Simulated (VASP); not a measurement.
GeB2C2, 5 atoms in the cell. Symmetry: Pmm2, No. 25, orthorhombic system. Conventional cell: a = 2.720 Å, b = 4.400 Å, c = 4.710 Å, α = 90.00°, β = 90.00°, γ = 90.00°. Ge (site symmetry mm2) has 6 B at 2.70 Å and 6 C at 2.70 Å and 2 Ge at 2.72 Å as nearest neighbours. Around B (site symmetry mm2) lie 3 C at 1.57 Å. B (site symmetry mm2) has 3 C at 1.57 Å as nearest neighbours. Around C (site symmetry mm2) lie 3 B at 1.57 Å. C (site symmetry mm2) has 3 B at 1.57 Å as nearest neighbours. The cell was built by a generator and needn't be a form met in nature.

- Program: VASP 6.6.1
- Task: relaxation of cell and atoms
- Functional: PBE
- Potentials or basis: VASP PAW PBE potentials, release 64 (Ge_d, B, C)
- Cutoff: 520 eV
- k mesh: 6 × 4 × 4
- Occupations: gaussian, width 0.15 eV
- Spin: no spin polarisation
- Further INCAR settings: PREC = Normal; ALGO = Fast; EDIFF = 0.0001; IBRION = 2; EDIFFG = -0.08; NSW = 24; ISIF = 3

Potentials or basis: VASP PAW PBE potentials, release 64 (Ge_d, B, C).

Command:

```bash
$ cat potpaw_PBE.64/Ge_d/POTCAR potpaw_PBE.64/B/POTCAR potpaw_PBE.64/C/POTCAR > POTCAR
$ mpirun -np 2 vasp_std > vasp.out
```

Hardware: 2 MPI ranks on Intel(R) Xeon(R) Platinum 8559C (Emerald Rapids), on a shared host.

Problem. How long does it take, and how much memory?

Solution. Run time: 88 s on 2 MPI ranks on Intel(R) Xeon(R) Platinum 8559C (Emerald Rapids), on a shared host, peak memory 0.16 GiB a rank. Counts: scf iterations 75, k points 36, ion steps 17.
